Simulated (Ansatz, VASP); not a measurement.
# Cross-check of ZnO (zincite) between VASP and Ansatz

Aim: how closely do two programs agree when they are given the same cell, functional and k mesh? The cell is taken from a series of runs on this material, whose earlier steps may have relaxed, scaled, displaced or heated it; both programs get it as it stands.

Calculated with Ansatz 0.2.0; plane waves, with VASP 6.6.1 beside it; zone-centre phonons at LDA.

## Step 1: The structure

It takes space group P6_3mc (No. 186, hexagonal). The conventional cell has a = 3.098 Å, b = 3.098 Å, c = 5.017 Å, α = 90.00°, β = 90.00°, γ = 120.00°. Nearest to O lie 4 Zn at 1.89 to 1.90 Å. Zn has 4 O at 1.89 to 1.90 Å nearest. Farther neighbours and most contacts between anions are not listed.

Structure file:

```cif
data_structure
_symmetry_space_group_name_H-M 'P6_3mc'
_symmetry_Int_Tables_number 186
_cell_length_a 3.0984
_cell_length_b 3.0984
_cell_length_c 5.0168
_cell_angle_alpha 90.000
_cell_angle_beta 90.000
_cell_angle_gamma 120.000
_cell_volume 41.71
loop_
_atom_site_label
_atom_site_type_symbol
_atom_site_symmetry_multiplicity
_atom_site_Wyckoff_symbol
_atom_site_fract_x
_atom_site_fract_y
_atom_site_fract_z
_atom_site_occupancy
O1 O 2 b 0.66667 0.33333 0.37839 1
Zn1 Zn 2 b 0.33333 0.66667 0.50062 1
```

## Step 2: Ansatz: zone-centre phonons, LDA

Ansatz runs on its PAW soft_1 files.

Second derivatives magnify differences that forces hide, and they need a tight electronic threshold.

Contents of input.yaml:

```yaml
crystal:
  lattice:
    - [3.0983515224, 0.0, 0.0]
    - [-1.5491757612, 2.6832511283, 0.0]
    - [0.0, 0.0, 5.0167714763]
  atoms:
    - { symbol: O, position: [0.6666666667, 0.3333333333, 0.378394641] }
    - { symbol: O, position: [0.3333333333, 0.6666666667, 0.878394641] }
    - { symbol: Zn, position: [0.3333333333, 0.6666666667, 0.500615359] }
    - { symbol: Zn, position: [0.6666666667, 0.3333333333, 0.000615359] }
kpoints:
  mp_grid: { grid: [15, 15, 10] }
hamiltonian:
  xc: lda
  pseudopotentials: { kind: paw, azcp: { folder: soft_1 }, xc_functional: pbe }
scf:
  occupations: { method: fixed }
output:
  eigenvalues: true
phonons:
  method: dfpt
  dielectric: true
  rigid_motions: translations
```

Launch:

```bash
$ ansatz run input.yaml --threads 8 --pin off --max-ram 16384MiB --backend cpu --events-out ev --progress --plain --runs-dir out
```

Numbers of over 12 decimals in the logs are rounded to 6 here.

The log of the run:

```text
Engine: ansatz 0.2.0, aarch64-unknown-linux-gnu
Pseudopotentials: kind: paw
Pseudopotential: O, paw, valence charge 6, recommended cutoff 420 eV (normal), soft_1/O.paw.azcp
Pseudopotential: Zn, paw, valence charge 12, recommended cutoff 420 eV (normal), soft_1/Zn.paw.azcp
Functional definition: SPW92
  exchange = slater_x
  correlation = pw_c
Crystal: 4 atoms, lattice volume = 41.708 Å³
Basis set: ecut = 420 eV, 785 PW (Γ), exchange–correlation on 48×48×72 points (8 copies of the dense FFT grid, shifted against one another)
Bands: 22, of which v1, the nominal top of the filled ones, is band 18 counted from 1 (17 counted from 0)
Symmetry: 12 space group operations
k-points: 608 of 2250 (irreducible under 2 space group operations, time reversal used)
Non-local potential: O, projectors of the file, l = 0: 2, l = 1: 2, l = 2: 1
Non-local potential: Zn, projectors of the file, l = 0: 2, l = 1: 2, l = 2: 3, l = 3: 1
PAW form: soft (Blöchl's): semilocal exchange-correlation on the pseudo side does not see the compensation charge
PAW frozen core: O, regenerated for the run's functional, and the local potential with it (the file was generated under x = pbe(κ = 0.804, μ = 0.219515), c = pbe(β = 0.066725))
PAW frozen core: Zn, regenerated for the run's functional, and the local potential with it (the file was generated under x = pbe(κ = 0.804, μ = 0.219515), c = pbe(β = 0.066725))
PAW one-centre angular grid: O, 110 points (default); XC on 64 Gauss nodes
PAW one-centre angular grid: Zn, 590 points (default); XC on 64 Gauss nodes
Initial density: superposition of atomic densities (chi_scale 0.1, normalization cell, long waves kept (reshape's long-wave potential 0.00 eV rms))
Initial wavefunctions: pseudopotential atomic-orbital guess
Functional: x = slater, c = lda
SCF iter   1: F=—  HF=-7604.677115 eV  |F-HF|=—  |Δ(HF+E_count)|=         —  Δρ=1.12e-1  dr2=2.81e0  ethr=3.10e-3  ⟨swp⟩=4.8  Hψ=64335  notcnv=0  defer=1143
preconditioner: auto → Resta (q_TF=auto, 2.662 Å⁻¹)  ε∞=6.5  [insulator: Δε(μ)=1.616 eV  Ē_g=14.744 eV  n_scr=22 (ndim 8)  ℏωp=34.5 eV  f_vac=0.000  ε∞_Penn≈6.5]
SCF iter   2: F=—  HF=-7603.910229 eV  |F-HF|=—  |Δ(HF+E_count)|=   7.67e-1  Δρ=2.36e-2  dr2=2.01e-1  ethr=3.10e-3  ⟨swp⟩=2.2  Hψ=30247  notcnv=0  defer=619
SCF iter   3: F=—  HF=-7603.801249 eV  |F-HF|=—  |Δ(HF+E_count)|=   1.09e-1  Δρ=1.91e-2  dr2=1.26e-1  ethr=5.58e-4  ⟨swp⟩=2.0  Hψ=29202  notcnv=0  defer=1191
SCF iter   4: F=—  HF=-7603.780498 eV  |F-HF|=—  |Δ(HF+E_count)|=   2.08e-2  Δρ=7.92e-3  dr2=1.17e-2  ethr=3.49e-4  ⟨swp⟩=2.1  Hψ=24273  notcnv=0  defer=1206
SCF iter   5: F=—  HF=-7603.786149 eV  |F-HF|=—  |Δ(HF+E_count)|=   5.65e-3  Δρ=2.10e-3  dr2=1.15e-3  ethr=3.26e-5  ⟨swp⟩=2.2  Hψ=29291  notcnv=0  defer=1216
SCF iter   6: F=—  HF=-7603.785983 eV  |F-HF|=—  |Δ(HF+E_count)|=   1.66e-4  Δρ=6.16e-4  dr2=1.18e-4  ethr=3.20e-6  ⟨swp⟩=2.9  Hψ=24052  notcnv=0  defer=1216
SCF iter   7: F=—  HF=-7603.785981 eV  |F-HF|=—  |Δ(HF+E_count)|=   2.71e-6  Δρ=2.30e-4  dr2=1.44e-5  ethr=3.29e-7  ⟨swp⟩=2.0  Hψ=22866  notcnv=0  defer=19
SCF iter   8: F=—  HF=-7603.785977 eV  |F-HF|=—  |Δ(HF+E_count)|=   3.38e-6  Δρ=3.51e-5  dr2=4.08e-7  ethr=3.99e-8  ⟨swp⟩=2.0  Hψ=23906  notcnv=0
SCF iter   9: F=—  HF=-7603.785978 eV  |F-HF|=—  |Δ(HF+E_count)|=   3.83e-7  Δρ=9.32e-6  dr2=2.28e-8  ethr=1.13e-9  ⟨swp⟩=2.0  Hψ=23083  notcnv=0
SCF iter  10: F=—  HF=-7603.785978 eV  |F-HF|=—  |Δ(HF+E_count)|=   3.50e-9  Δρ=8.71e-7  dr2=3.71e-10  ethr=6.34e-11  ⟨swp⟩=2.0  Hψ=22510  notcnv=0
SCF iter  11: F=-7603.785978 eV  HF=-7603.785978 eV  |F-HF|=4.55e-12  |Δ(HF+E_count)|=  2.27e-11  Δρ=1.31e-7  dr2=8.49e-12  ethr=1.00e-12  ⟨swp⟩=7.6  Hψ=81737  notcnv=0
SCF 1 converged in 11 iterations: F = -7603.785978 eV  dr2 = 8.49e-12
  greatest PAW one-centre occupation: 0.988 electrons in one spin orbital (limit 2), on the Zn atom at site 3 (counted from 0), in its partial waves of l = 2
NSCF: frozen V_eff on 4 k-points
DFPT response loops at Γ: preconditioner auto → Resta (q_TF=auto, 2.662 Å⁻¹)  ε∞=8.1 (no band partly filled); β = 1.00, the filter's whole step (`scf.mixing.beta` (0.50) is not read by the response loops at its default; to damp them type it under 1.00, their step now; it binds the ground state too); Broyden in place of MSR1
── the response to a field inside a basis, on 16×16×10 k-points: an SCF that follows is theirs, and a resumed run solves both again ──
Bands: 19, of which v1, the nominal top of the filled ones, is band 18 counted from 1 (17 counted from 0)
k-points: 360 of 2560 (irreducible under 4 space group operations, time reversal used)
Initial density: handed on by an earlier stage of this run
Initial wavefunctions: pseudopotential atomic-orbital guess (no wavefunctions were taken with the density)
Eigensolver: Dense (360 Hₖ)
SCF iter   1: F=—  HF=-7603.788797 eV  |F-HF|=—  |Δ(HF+E_count)|=         —  Δρ=6.97e-4  dr2=3.26e-5  ethr=1.00e-1
preconditioner: auto → Resta (q_TF=auto, 2.662 Å⁻¹)  ε∞=10.8  [insulator: Δε(μ)=1.111 eV  Ē_g=11.046 eV  n_scr=22 (ndim 8)  ℏωp=34.5 eV  f_vac=0.018  ε∞_Penn≈10.8]
SCF iter   2: F=—  HF=-7603.788791 eV  |F-HF|=—  |Δ(HF+E_count)|=   6.33e-6  Δρ=4.22e-4  dr2=2.41e-5  ethr=9.05e-8
SCF iter   3: F=—  HF=-7603.788788 eV  |F-HF|=—  |Δ(HF+E_count)|=   2.86e-6  Δρ=1.16e-4  dr2=8.80e-7  ethr=6.69e-8
SCF iter   4: F=—  HF=-7603.788786 eV  |F-HF|=—  |Δ(HF+E_count)|=   1.89e-6  Δρ=2.70e-5  dr2=1.86e-7  ethr=2.44e-9
SCF iter   5: F=-7603.788786 eV  HF=-7603.788786 eV  |F-HF|=4.13e-8  |Δ(HF+E_count)|=   1.41e-8  Δρ=1.37e-5  dr2=1.78e-8  ethr=5.16e-10
SCF 1 converged in 5 iterations: F = -7603.788786 eV  dr2 = 1.78e-8
  greatest PAW one-centre occupation: 0.988 electrons in one spin orbital (limit 2), on the Zn atom at site 2 (counted from 0), in its partial waves of l = 2
DFPT response loops at Γ: preconditioner auto → Resta (q_TF=auto, 2.662 Å⁻¹)  ε∞=7.3 (no band partly filled); β = 1.00, the filter's whole step (`scf.mixing.beta` (0.50) is not read by the response loops at its default; to damp them type it under 1.00, their step now; it binds the ground state too); Broyden in place of MSR1
WARN: field response: ε∞ stands inside a basis, on 16×16×10 points; the force constants stand on the 15×15×10 k-mesh, whose period is 13.76 times the interband length at k = (0.0000, 0.0000, 0.0000), direct gap 0.918 eV, under 14: take them and everything formed from them as unconverged, and compare with a denser kpoints.mp_grid
SCF converged after 11 iterations
Free energy (F): -7603.785978 eV
Harris-Foulkes:  -7603.785978 eV  (|F-HF|=4.55e-12)
Internal energy: -7603.785978 eV  (E = F + TS)
E sigma→0 (E₀):  -7603.785978 eV
Fermi energy:    8.877474 eV
--- Per-component energies (eV) ---
  E_band       = 105.554184
  E_kinetic    = 638.069653
  E_local      = -4243.343289  (includes V_loc(G=0)·N_el)
  E_nonlocal   = 1764.671617
  E_hartree    = 1587.261822
  E_xc         = -297.661862
  E_vxc        = -286.054966  (∫ρ·V_xc dr)
  E_paw        = -3959.813422  (= ΣΔE_a)
  E_vpaw       = -942.313563  (= ΣTr[D̂ρ^β])
  E_aug_tail   = 0.001026  (compensation charges beyond the density's cutoff)
  E_ewald      = -3096.279653
  E_core_change = 3.308130  (= ΣΔE_core)
  E_smearing   = -0.000000  (= −TS)
  E_closure    = 0.000000  (closes the sum)
  Σ components = -7603.785978   (vs F -7603.785978, Δ=0.00e0)
--- Band table (eV; the first three rows and the last of 608) ---
  k-point 0: bands = [... 14 lower, 7.9079, 8.7407, 8.8775, 8.8775, 9.7956, 14.4782, 17.3223, 22.3042]
  k-point 1: bands = [... 14 lower, 7.9314, 8.4940, 8.8537, 8.8537, 10.0764, 14.3778, 17.4061, 22.3017]
  k-point 2: bands = [... 14 lower, 8.0006, 8.0365, 8.7856, 8.7856, 10.6280, 14.0959, 17.6482, 22.0078]
  k-point 607: bands = [... 14 lower, 5.7148, 5.9211, 7.4434, 7.5816, 14.7004, 16.4529, 17.7123, 18.1598]
--- Phonons (Γ-DFPT): 4 representative perturbations + reference, on 608 of 2250 k-points (Σ response iterations 15) ---
  k mesh reduced under 2 symmetry operations, with k and −k counted as one. Each operation leaves every solved perturbation unchanged. A smaller set is not considered because the run solves the response to a homogeneous field
  ASR residual: 4.851e-5 → 0.000e0 eV/Å²; symmetrization residual: 3.528e-6 eV/Å²
  ASR residual per site (eV/Å²): 4.85e-5 4.85e-5 4.59e-5 4.59e-5
  Γ frequencies (cm⁻¹): 0.00 0.00 0.00 68.34 68.34 279.63 462.22 477.68 477.68 515.61 515.61 622.18
  ε∞ (high-frequency dielectric tensor):
        4.816340     0.000000    -0.000000
        0.000000     4.816340     0.000000
        0.000000    -0.000000     4.878374
  ε⁰ (static dielectric tensor: ions relaxed, cell fixed):
        8.133109    -0.000000     0.000000
       -0.000000     8.133109    -0.000000
        0.000000    -0.000000     8.628905
  ε⁰ − ε∞ (ionic part):
        3.316770    -0.000000     0.000000
       -0.000000     3.316770    -0.000000
        0.000000    -0.000000     3.750531
  softest optical mode at Γ: 68.34 cm⁻¹; the repairs (sum rule, projections) moved no ω² at Γ by more than (1.24 cm⁻¹)²
  Born effective charges Z* (e; rows j = field, columns β = displacement):
    site 0:
        -2.03044   -0.00000    0.00000
         0.00000   -2.03044   -0.00000
         0.00000    0.00000   -2.08925
    site 1:
        -2.03044    0.00000    0.00000
         0.00000   -2.03044    0.00000
        -0.00000   -0.00000   -2.08925
    site 2:
         2.03044    0.00000   -0.00000
        -0.00000    2.03044   -0.00000
        -0.00000   -0.00000    2.08925
    site 3:
         2.03044   -0.00000   -0.00000
        -0.00000    2.03044    0.00000
        -0.00000   -0.00000    2.08925
  Z* charge neutrality: 1.505e-3 e pre-enforcement
  solved inside a basis spanned on kpoints, on 16×16×10 k-points, its susceptibility summed on 24×24×14: ε∞ is read to err by 1.4e-2, Z* by 1.3e-2 e (field_mesh: kpoints solves on kpoints); Z* is corrected for what the basis lacks
  optical modes at Γ without the LO–TO term, one row a degenerate level:
      ω (cm⁻¹)  modes    IR ((D/Å)²/amu)
         68.34      2             0.0000
        279.63      1             0.0000
        462.22      1            15.6692
[...]
optical modes at Γ + LO–TO along q̂ = [1.0000, 0.0000, 0.0000]:
      ω (cm⁻¹)  modes    IR ((D/Å)²/amu)
[...]
optical modes at Γ + LO–TO along q̂ = [0.0000, 1.0000, 0.0000]:
      ω (cm⁻¹)  modes    IR ((D/Å)²/amu)
[...]
620.74      1            14.7995
        622.18      1             0.0000
  optical modes at Γ + LO–TO along q̂ = [0.0000, 0.0000, 1.0000]:
      ω (cm⁻¹)  modes    IR ((D/Å)²/amu)
         68.34      2             0.0000
        279.63      1             0.0000
        477.68      2            29.5990
        515.61      2             0.0000
        614.74      1            15.6692
        622.18      1             0.0000
```

[end of part 1 of 3]

[Lines on the potential files, build, host, timing and source positions are cut from VASP's logs without a mark.]

[Logs are printed without paths, hosts, clocks, repeated set-up lines and the standing remarks that a program may print on its own settings, such as how far it seeks lower states.]

[Hosts, paths, dates, database ids (printed as entryN), source tags and the programs' standing remarks are cut or masked in the printed files.]
